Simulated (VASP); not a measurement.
An input for Quantum ESPRESSO's pw.x (written as the equivalent of a VASP run, and not itself run):

```
&CONTROL
  calculation = 'scf'
  pseudo_dir = './pseudo'
  outdir = './out'
  tprnfor = .true.
  tstress = .true.
/
&SYSTEM
  ibrav = 0
  nat = 2
  ntyp = 2
  ecutwfc = 88
  occupations = 'smearing'
  smearing = 'fermi-dirac'
  degauss = 0.00147
  input_dft = 'pbe'
/
&ELECTRONS
  conv_thr = 7.3e-08
  electron_maxstep = 100
/
ATOMIC_SPECIES
  Na 22.990 Na.upf
  F 18.998 F.upf
CELL_PARAMETERS angstrom
     0.0000000    2.2904670    2.2904670
     2.2904670    0.0000000    2.2904670
     2.2904670    2.2904670    0.0000000
ATOMIC_POSITIONS crystal
  Na   0.0000000  0.0000000  0.0000000
  F    0.5000000  0.5000000  0.5000000
K_POINTS automatic
  6 6 6 0 0 0
```

### Question
Translate this input to VASP (INCAR, KPOINTS, POSCAR, choice of POTCAR).

### Answer
This is not unique; one that fits is 
File KPOINTS:
```
Automatic mesh
0
Gamma
6 6 6
0 0 0
```

### POSCAR
```
NaF
1
    0.0000000000     2.2904670000     2.2904670000
    2.2904670000     0.0000000000     2.2904670000
    2.2904670000     2.2904670000     0.0000000000
Na F
1 1
Direct
  0.0000000000   0.0000000000   0.0000000000
  0.5000000000   0.5000000000   0.5000000000
```

INCAR:
```
ENCUT=400   # plane-wave cut-off (eV)
LASPH=.TRUE.   # aspherical one-centre terms
NELM=100   # most electronic steps
ISIF=2   # forces and stress, cell fixed
LWAVE=.FALSE.
SYSTEM=NaF
PREC=Accurate
LREAL=.FALSE.
GGA=PE   # PBE
ALGO=Normal   # blocked Davidson
EDIFF=1E-6   # SCF stop (eV)
LCHARG=.FALSE.
ISMEAR=-1
SIGMA=0.02
```

POTCAR, in this order: Na_pv F (PBE.64 set). Program: vasp_std.

Limits of the translation: the potentials are each code's own (VASP's PAW set, PseudoDojo norm-conserving files in pw.x), so ENCUT and ecutwfc are chosen apart and not converted; conv_thr bounds pw.x's estimated SCF error, while EDIFF bounds the energy change between steps.

The structure comes from a computed database's NaF entry; how it stands against other phases isn't given here. The cell was not relaxed at this level.
